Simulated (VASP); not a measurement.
GaAs (zinc blende), at 1.04 of the tabulated volume:

```xyz
2
Lattice="0.0000 2.8622 2.8622 2.8622 0.0000 2.8622 2.8622 2.8622 0.0000" Properties=species:S:1:pos:R:3 pbc="T T T"
Ga     0.0000     0.0000     0.0000
As     1.4311     1.4311     1.4311
```

The lowest empty band near Γ, direction [111], from mBJ (TB09) with spin-orbit coupling in VASP (PAW); its two spin partners are averaged. The gap over the points computed is 1.21 eV, and the next band on that side lies 2.77 eV away at the edge.

Numerical set-up: 400 eV cut-off, 9×9×9 Γ-centred mesh, Gaussian smearing of 0.050 eV, potentials Ga_d As.

| distance from the edge in k (1/Å) | distance in energy (meV) |
|---|---|
| 0.012 | 7.3 |
| 0.018 | 16.3 |
| 0.025 | 31.1 |
| 0.035 | 59.1 |
| 0.050 | 114.0 |
| 0.070 | 203.7 |

**Question.** Fit E(1 + αE) = ħ²k²/2m* (ħ²/2m0 = 3.810 eV Å²) and predict the row at 0.095 1/Å.

**Answer.** Least squares on the energies gives the electron mass m* = 0.074 m0 and α = 1.20 per eV, and so 333.6 meV. The run gave 329.1 meV, -4.5 meV from the fit. So light an electron mass at Γ scales with the gap, and carries this level's error in it.

Left out are points under 3 meV from the edge, since the levels carry 0.1 meV, and points farther than half the way to the next band.

The compound is GaAs in the zinc blende structure. The cell was not relaxed at this level.
